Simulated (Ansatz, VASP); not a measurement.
## Two plane-wave programs on SbW2

```
CELL_PARAMETERS angstrom
0.00000 3.13159 3.13159
3.13159 0.00000 3.13159
3.13159 3.13159 0.00000
ATOMIC_POSITIONS crystal
Sb 0.50000 0.50000 0.50000
W 0.25000 0.25000 0.25000
W 0.75000 0.75000 0.75000
```

Alike in both runs: functional PBE; k mesh 6 × 6 × 6; occupations gaussian, width 0.1 eV; no spin polarisation.

Ansatz relaxed the structure, and its values are those at the end. VASP's run is a single point on that final structure, the one shown.

|  | VASP | Ansatz |
| --- | --- | --- |
| version | VASP 6.6.1 | Ansatz 0.2.0 |
| potentials or method | VASP PAW PBE potentials, release 64 (Sb, W_sv) | scalar-relativistic, plane waves, PAW |
| plane-wave cutoff (eV) | 520 | 420 |
| valence electrons in the cell | 33 | 43 |

```csv
,VASP,Ansatz,Ansatz less VASP
gap on the k mesh at the Fermi level (eV),none,none,-
pressure (GPa),0.2,0.0,-0.19
```

A gap of «none» marks a metal or a gap that the smearing closes. The two sets of potentials don't hold the same shells in valence.

The runs have no spin-orbit coupling, so splittings on Sb, W are missing.
